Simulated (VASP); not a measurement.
# Sc2SiO: structure and properties in VASP, part 2 of 3

What structure does Sc2SiO take at this level, and what are its properties? The cell is invented: it takes the structure of a Materials Project entry for Sc2CO (space group 166 there), with some of its atoms replaced by other elements, volume scaled by an estimate. It may not be a known or stable phase.

VASP 6.6.1; r2SCAN; plane waves and PAW (Sc_sv, Si, O); invented cell.

So far. Step 2 (Rough relaxation of the start cell): It ends with a largest force of 0.032 eV/Å and a pressure of 0.28 GPa. The relaxed cell has a = 3.220, c = 19.646 Å (conventional setting).

**3. Full relaxation (r2SCAN)**

Properties are meant for the cell that this level of theory prefers, so cell and atoms are relaxed first (ISIF = 3) until forces and stress are small; EDIFFG sets the threshold.

Input file INCAR:

```
SYSTEM = Sc2SiO
PREC = Accurate
ENCUT = 520
EDIFF = 1E-06
NELM = 100
ISMEAR = 0
SIGMA = 0.05
LREAL = .FALSE.
ALGO = Normal
METAGGA = R2SCAN
LASPH = .TRUE.
NBANDS = 22
LORBIT = 11
LWAVE = .FALSE.
LCHARG = .FALSE.
KPAR = 2
IBRION = 2
NSW = 60
ISIF = 3
EDIFFG = -0.01
```

Input file POSCAR:

```
Sc2SiO
1.0
    1.6100202343      0.9295449965      6.5485061357
   -1.6100202343      0.9295449965      6.5485061357
    0.0000000000     -1.8590911162      6.5485061674
Sc Si O
2 1 1
Direct
    0.2691728097      0.2691728097      0.2691728103
    0.7308271903      0.7308271903      0.7308271897
    0.5000000000      0.5000000000      0.5000000000
    0.0000000000      0.0000000000      0.0000000000
```

Input file KPOINTS:

```
Automatic mesh
0
Gamma
8 8 8
0 0 0
```

The projector-augmented-wave data sets are Sc_sv, Si and O (PBE family, release 64).

Started as:

```bash
$ mpirun -np 2 vasp_std
```

The program printed:

```text
[banner, memory and clock lines left out]
running    2 mpi-ranks, on    1 nodes
 distrk:  each k-point on    1 cores,    2 groups
 distr:  one band on    1 cores,    1 groups

 POSCAR found type information on POSCAR ScSiO
 POSCAR found :  3 types and       4 ions
 [... a notice as in an earlier step ...]

 LDA part: xc-table for (None), standard interpolation
 POSCAR, INCAR and KPOINTS ok, starting setup
 FFT: planning ... GRIDC
 FFT: planning ... GRID_SOFT
 FFT: planning ... GRID
 WAVECAR not read
 entering main loop
       N       E                     dE             d eps       ncg     rms          rms(c)
DAV:   1     0.450019805825E+03    0.45002E+03   -0.15180E+04  2884   0.159E+03
DAV:   2    -0.714686336136E+01   -0.45717E+03   -0.44669E+03  3476   0.607E+02
DAV:   3    -0.547273703969E+02   -0.47581E+02   -0.45653E+02  4904   0.194E+02
DAV:   4    -0.564391801233E+02   -0.17118E+01   -0.16885E+01  4664   0.320E+01
DAV:   5    -0.564619123587E+02   -0.22732E-01   -0.22650E-01  4614   0.453E+00    0.173E+01
DAV:   6    -0.444928265107E+02    0.11969E+02   -0.17567E+01  4284   0.544E+01    0.514E+00
DAV:   7    -0.446834814244E+02   -0.19065E+00   -0.11887E+00  4490   0.104E+01    0.338E+00
DAV:   8    -0.447403377759E+02   -0.56856E-01   -0.63203E-01  4180   0.580E+00    0.185E+00
DAV:   9    -0.446877951787E+02    0.52543E-01   -0.13567E-01  4168   0.279E+00    0.595E-01
DAV:  10    -0.446816597491E+02    0.61354E-02   -0.47468E-02  4688   0.132E+00    0.123E-01
DAV:  11    -0.446816128854E+02    0.46864E-04   -0.18338E-03  4186   0.513E-01    0.513E-02
DAV:  12    -0.446816494233E+02   -0.36538E-04   -0.13346E-04  4112   0.141E-01    0.357E-02
DAV:  13    -0.446816649909E+02   -0.15568E-04   -0.33741E-05  4242   0.570E-02    0.334E-02
DAV:  14    -0.446816460976E+02    0.18893E-04   -0.98666E-05  3680   0.699E-02    0.285E-03
DAV:  15    -0.446816463828E+02   -0.28517E-06   -0.38325E-06  3156   0.214E-02
   1 F= -.44681646E+02 E0= -.44679865E+02  d E =-.446816E+02
 curvature:   0.00 expect dE= 0.000E+00 dE for cont linesearch  0.000E+00
 trial: gam= 0.00000 g(F)=  0.283E-02 g(S)=  0.349E-02 ort = 0.000E+00 (trialstep = 0.100E+01)
 search vector abs. value=  0.631E-02
 bond charge predicted
       N       E                     dE             d eps       ncg     rms          rms(c)
DAV:   1    -0.447063736855E+02   -0.24728E-01   -0.14833E+00  4370   0.223E+01    0.139E+00
DAV:   2    -0.446863226007E+02    0.20051E-01   -0.13205E-01  4034   0.392E+00    0.359E-01
DAV:   3    -0.446840902974E+02    0.22323E-02   -0.74723E-03  4488   0.107E+00    0.162E-01
DAV:   4    -0.446836412479E+02    0.44905E-03   -0.19695E-03  4352   0.535E-01    0.762E-02
DAV:   5    -0.446836279987E+02    0.13249E-04   -0.23183E-04  5046   0.179E-01    0.385E-02
DAV:   6    -0.446836130351E+02    0.14964E-04   -0.30753E-05  4670   0.664E-02    0.140E-02
DAV:   7    -0.446836100819E+02    0.29532E-05   -0.11771E-05  3656   0.347E-02    0.677E-03
DAV:   8    -0.446836095204E+02    0.56146E-06   -0.44495E-06  3592   0.210E-02
   2 F= -.44683610E+02 E0= -.44681942E+02  d E =-.196314E-02
[...]
3 F= -.44683914E+02 E0= -.44682213E+02  d E =-.226796E-02
[...]
4 F= -.44684661E+02 E0= -.44683102E+02  d E =-.747031E-03
[...]
5 F= -.44684760E+02 E0= -.44683281E+02  d E =-.846104E-03
[...]
6 F= -.44684762E+02 E0= -.44683290E+02  d E =-.847636E-03
 curvature:  -0.86 expect dE=-0.792E-04 dE for cont linesearch -0.289E-08
 trial: gam= 0.08422 g(F)=  0.283E-07 g(S)=  0.919E-04 ort =-0.215E-05 (trialstep = 0.104E+01)
 search vector abs. value=  0.101E-03
 bond charge predicted
       N       E                     dE             d eps       ncg     rms          rms(c)
DAV:   1    -0.446848621702E+02   -0.10055E-03   -0.15503E-02  3370   0.245E+00    0.784E-02
DAV:   2    -0.446848776524E+02   -0.15482E-04   -0.11777E-03  4012   0.401E-01    0.496E-02
DAV:   3    -0.446848449022E+02    0.32750E-04   -0.54522E-05  4860   0.115E-01    0.116E-02
DAV:   4    -0.446848432394E+02    0.16628E-05   -0.82045E-06  4386   0.316E-02    0.499E-03
DAV:   5    -0.446848428653E+02    0.37415E-06   -0.57453E-07  2294   0.121E-02
   7 F= -.44684843E+02 E0= -.44683417E+02  d E =-.808849E-04
 trial-energy change:   -0.000081  1 .order   -0.000079   -0.000096   -0.000062
 step:   3.0039(harm=  3.0039)  dis= 0.00146  next Energy=   -44.684900 (dE=-0.138E-03)
 reached required accuracy - stopping structural energy minimisation
```

Wall time 28 min (2 MPI ranks of Intel Xeon 6975P-C (Granite Rapids), shared host); peak memory 0.95 GiB.

From OUTCAR (step 3):

```text
  LATTYP: Found a trigonal (rhomboedric) cell.
 ALAT       =     6.8072866595
 COS(alpha) =     0.8881220281

The static configuration has the point symmetry D_3d.

 Found     65 irreducible k-points:

   k-points           NKPTS =     65   k-points in BZ     NKDIM =     65   number of bands    NBANDS=     22

   dimension x,y,z NGX =    54 NGY =   54 NGZ =   54
   dimension x,y,z NGXF=   108 NGYF=  108 NGZF=  108

   ENCUT  =  520.0 eV  38.22 Ry    6.18 a.u.  12.66 12.66 12.66*2*pi/ulx,y,z

   NELECT =      32.0000    total number of electrons

 E-fermi :   7.3638

 k-point     1 :       0.0000    0.0000    0.0000
  band No.  band energies     occupation
    ...
     11      -0.4654      2.00000
     12       0.9508      2.00000
     13       0.9508      2.00000
     14       4.2645      2.00000
     15       6.6760      2.00000
     16       8.3301      0.00000
     17       8.3301      0.00000
     18       8.6919      0.00000
     19       9.2293      0.00000
     20       9.2293      0.00000
    ...

 k-point     2 :       0.1250   -0.0000   -0.0000
  band No.  band energies     occupation
    ...
     11      -0.2555      2.00000
     12       0.7412      2.00000
     13       0.9337      2.00000
     14       4.1503      2.00000
     15       6.8902      2.00000
     16       7.6436      0.00000
     17       8.3570      0.00000
     18       8.3643      0.00000
     19       8.9792      0.00000
     20       8.9901      0.00000
    ...

  Total        0.0301598      0.0301598     -0.0371566      0.0000000      0.0000000      0.0000000
  in kB        0.8176606      0.8176602     -1.0073516      0.0000000      0.0000000      0.0000000
  external PRESSURE =       0.2093231 kB  Pullay stress =       0.0000000 kB

  energy-cutoff  :      520.00
  volume of cell :       59.10
      direct lattice vectors                 reciprocal lattice vectors
     1.612982756  0.931255407  6.557159538     0.309984715  0.178969807  0.050835030
    -1.612982756  0.931255407  6.557159538    -0.309984715  0.178969807  0.050835030
    -0.000000000 -1.862511941  6.557159570     0.000000000 -0.357939611  0.050834999

 POSITION                                       TOTAL-FORCE (eV/Angst)
 -----------------------------------------------------------------------------------
     -0.00000     -0.00000      5.28064         0.000000      0.000000     -0.000773
     -0.00000     -0.00000     14.39084        -0.000000     -0.000000      0.000773
     -0.00000     -0.00000      9.83574         0.000000     -0.000000     -0.000000
      0.00000      0.00000      0.00000        -0.000000     -0.000000      0.000000
 -----------------------------------------------------------------------------------
    total drift:                                0.000000     -0.000000      0.000000

  FREE ENERGIE OF THE ION-ELECTRON SYSTEM (eV)
  ---------------------------------------------------
  free  energy   TOTEN  =       -44.6848428653 eV

  energy  without entropy=      -44.6819915504  energy(sigma->0) =      -44.68341721

 total charge
# of ion       s       p       d       tot
------------------------------------------
    1        2.176   6.166   1.190   9.532
    2        2.176   6.166   1.190   9.532
    3        0.798   0.881   0.000   1.679
    4        1.559   3.488   0.000   5.048
--------------------------------------------------
tot          6.710  16.702   2.381  25.792

[... 2 parts as in an earlier step ...]

[... 7 further parts left out ...]
```

CONTCAR:

```
Sc2SiO
   1.00000000000000
     1.6129827562904351    0.9312554067074823    6.5571595377465313
    -1.6129827562904351    0.9312554067074823    6.5571595377465313
    -0.0000000000000000   -1.8625119405572808    6.5571595697542975
  Sc              Si              O
     2     1     1
Direct
     0.2684413059457154    0.2684413059457154    0.2684413065455632
     0.7315586940542845    0.7315586940542845    0.7315586934544369
     0.5000000000000000    0.5000000000000000    0.5000000000000000
     0.0000000000000000    0.0000000000000000    0.0000000000000000
```

Step by step:

```
step  energy less that of the first step (eV)  largest force (eV/Å)  pressure (GPa)  volume (Å³)
   1                                   0.0000                0.1711            0.83        58.80
   2                                  -0.0020                0.0516           -0.74        59.45
   3                                  -0.0023                0.0823           -0.32        59.27
   4                                  -0.0030                0.0288           -0.08        59.15
   5                                  -0.0031                0.0032            0.02        59.09
   6                                  -0.0031                0.0005            0.03        59.08
   7                                  -0.0032                0.0008            0.02        59.10
```

```
conventional cell, symmetrised  before   after  change
                         a (Å)   3.220   3.226  +0.2 %
                         b (Å)   3.220   3.226  +0.2 %
                         c (Å)  19.646  19.671  +0.1 %
              volume (Å³/atom)   14.70   14.77  +0.5 %
```

The atoms that moved most (Å, as changes of fractional coordinates times the final cell):

```
atom     dx     dy      dz  length
 Sc1  0.000  0.000  -0.014   0.014
 Sc2  0.000  0.000   0.014   0.014
```

The relaxed structure:

```cif
data_structure
_symmetry_space_group_name_H-M 'P 1'
_symmetry_Int_Tables_number 1
_cell_length_a 6.8165
_cell_length_b 6.8165
_cell_length_c 6.8165
_cell_angle_alpha 27.375
_cell_angle_beta 27.375
_cell_angle_gamma 27.375
_cell_volume 59.10
loop_
_atom_site_label
_atom_site_type_symbol
_atom_site_fract_x
_atom_site_fract_y
_atom_site_fract_z
_atom_site_occupancy
Sc1 Sc 0.26844 0.26844 0.26844 1
Sc2 Sc 0.73156 0.73156 0.73156 1
Si3 Si 0.50000 0.50000 0.50000 1
O4 O 0.00000 0.00000 0.00000 1
```

This step gave:

```yaml
irreducible_k_points: 65
energy_at_zero_smearing: -44.68 eV
fermi_energy: 7.364 eV
pressure: 0.02093 GPa
scf_cycles_over_all_ionic_steps: 51
```

It ends with a largest force of 0.001 eV/Å and a pressure of 0.02 GPa.

[end of part 2 of 3]

[Lines on the potential files, build, host, timing and source positions are cut from VASP's logs without a mark.]

[Logs are printed without paths, hosts, clocks, repeated set-up lines and the standing remarks that a program may print on its own settings, such as how far it seeks lower states.]

[Hosts, paths, dates, database ids (printed as entryN), source tags and the programs' standing remarks are cut or masked in the printed files.]

[A measured line is paired with the nearest computed mode of its activity, which favours agreement.]
